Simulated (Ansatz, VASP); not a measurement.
CdTeF6 in VASP and in Ansatz

Contents of INCAR:

```
SYSTEM = CdTeF6
PREC = Accurate ; ENCUT = 600
EDIFF = 1E-6 ; ISMEAR = 0
SIGMA = 0.02 ; LREAL = .False.
LASPH = .True. ; NELM = 100
ALGO = Normal ; ISIF = 3
LWAVE = .False. ; LCHARG = .False.
GGA = PE ; IBRION = 2
NSW = 100 ; EDIFFG = -0.01
```

KPOINTS

```
Automatic mesh
0
Gamma
  6 6 6
  0 0 0
```

Contents of POSCAR:

```
CdTeF6
1.0
    0.0000000000      4.3386100432      4.3386100432
    4.3386100432      0.0000000000      4.3386100432
    4.3386100432      4.3386100432      0.0000000000
Cd Te F
1 1 6
Direct
    0.0000000000      0.0000000000      0.0000000000
    0.5000000000      0.5000000000      0.5000000000
    0.7406720140      0.2593279860      0.2593279860
    0.2593279860      0.7406720140      0.7406720140
    0.2593279860      0.7406720140      0.2593279860
    0.7406720140      0.2593279860      0.7406720140
    0.2593279860      0.2593279860      0.7406720140
    0.7406720140      0.7406720140      0.2593279860
```

Input for Ansatz:

```yaml
crystal:
  lattice:
    - [0.0, 4.3386100432, 4.3386100432]
    - [4.3386100432, 0.0, 4.3386100432]
    - [4.3386100432, 4.3386100432, 0.0]
  atoms:
    - { symbol: Cd, position: [0.0, 0.0, 0.0] }
    - { symbol: Te, position: [0.5, 0.5, 0.5] }
    - { symbol: F, position: [0.740672014, 0.259327986, 0.259327986] }
    - { symbol: F, position: [0.259327986, 0.740672014, 0.740672014] }
    - { symbol: F, position: [0.259327986, 0.740672014, 0.259327986] }
    - { symbol: F, position: [0.740672014, 0.259327986, 0.740672014] }
    - { symbol: F, position: [0.259327986, 0.259327986, 0.740672014] }
    - { symbol: F, position: [0.740672014, 0.740672014, 0.259327986] }
basis:
  ecutwfc: 420
kpoints:
  mp_grid: { grid: [6, 6, 6] }
hamiltonian:
  xc: pbe
scf:
  occupations: { method: gaussian, width: 0.02 }
output:
  forces: true
  stress: true
  eigenvalues: true
  write_density: true
  write_potential: true
  elf: true
  volumetric_format: npy
relax:
  adjacent_minimum: "off"
  f_tol: 0.01
  max_steps: 80
  cell: { stress_tol: 0.05 }
```

Change from the starting cell: species swapped into the MgZrF6 type (Fm-3m, No. 225).

Alike in both runs: task relaxation of cell and atoms; functional PBE; k mesh 6 × 6 × 6; occupations gaussian, width 0.02 eV; no spin polarisation.

|  | VASP | Ansatz |
| --- | --- | --- |
| version | VASP 6.6.1 | Ansatz 0.2.0 |
| potentials or method | VASP PAW PBE potentials, release 64 (Cd, Te, F) | scalar-relativistic, plane waves, PAW |
| plane-wave cutoff (eV) | 600 | 420 |
| valence electrons in the cell | 60 | 78 |

Ansatz gave:

```
gap on the k mesh at the Fermi level, each at its own relaxed structure (eV) : 2.74
relaxed volume (Å³/atom)                                                     : 20.53
relaxed cell length with the largest relative difference (Å)                 : 6.147
```

Problem. What did VASP give for the same quantities?

Solution. gap on the k mesh at the Fermi level, each at its own relaxed structure (eV): 2.71; relaxed volume (Å³/atom): 20.49; relaxed cell length with the largest relative difference (Å): 6.143.

The two sets of potentials don't hold the same shells in valence. Ansatz warned: «xc_potential_rough_in_thin_density».

Caveats: spin-orbit coupling is left out, which moves the levels of the heavy elements. A k mesh can miss the band edges.
